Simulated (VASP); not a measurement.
Data:

```
CELL_PARAMETERS angstrom
      0.00000     2.51662     2.51662
      2.51662     0.00000     2.51662
     10.29036    10.29036    -0.22389
ATOMIC_POSITIONS crystal
  Cd 0.01452 0.01452 0.98911
  S  0.20145 0.20145 0.09891
  S  0.23241 0.23241 0.32569
  S  0.25986 0.25986 0.55511
  S  0.28907 0.28907 0.78319
  Be 0.97268 0.97268 0.27049
  Be 0.00123 0.00123 0.49908
  Be 0.02877 0.02877 0.72842
```

Level of theory: PBEsol GGA, VASP's PBE PAW potentials (set 64) (plane waves; VASP). Run with 400 eV cut-off, Gaussian smearing of 0.050 eV, potentials Cd S Be.

**Question.** Give the energies of bands 12 to 25 at the high-symmetry points, in eV from the valence-band maximum.

**Answer.** 
| band | Γ | T | H2 | L | S0 | F |
|---|---|---|---|---|---|---|
| 12 | -4.30 | -2.53 | -5.56 | -5.64 | -5.58 | -5.65 |
| 13 | -2.39 | -2.38 | -5.11 | -5.01 | -5.12 | -5.03 |
| 14 | -2.39 | -2.38 | -4.84 | -3.97 | -4.83 | -3.89 |
| 15 | -1.97 | -2.37 | -4.65 | -3.76 | -4.63 | -3.79 |
| 16 | -1.97 | -2.00 | -4.23 | -3.73 | -4.26 | -3.77 |
| 17 | -1.55 | -2.00 | -3.66 | -3.25 | -3.65 | -3.38 |
| 18 | -1.55 | -1.52 | -3.21 | -2.83 | -3.25 | -3.16 |
| 19 | -1.27 | -1.52 | -3.00 | -2.68 | -2.99 | -2.57 |
| 20 | 0.00 | -0.01 | -2.75 | -2.48 | -2.74 | -2.11 |
| 21 | 0.00 | -0.01 | -2.42 | -1.00 | -2.41 | -0.96 |
| 22 | 1.97 | 2.32 | 3.23 | 2.25 | 3.19 | 1.76 |
| 23 | 3.58 | 3.57 | 3.39 | 2.49 | 3.52 | 3.00 |
| 24 | 3.73 | 3.73 | 3.86 | 3.49 | 3.74 | 3.09 |
| 25 | 3.91 | 3.92 | 4.63 | 3.71 | 4.69 | 3.36 |

The gap is indirect, 1.76 eV, from the valence maximum at Γ to the conduction minimum at F.

The structure was generated: Be3CdS4 was put into an ordered model structure (R3m), which need not be its known phase. It was relaxed first.
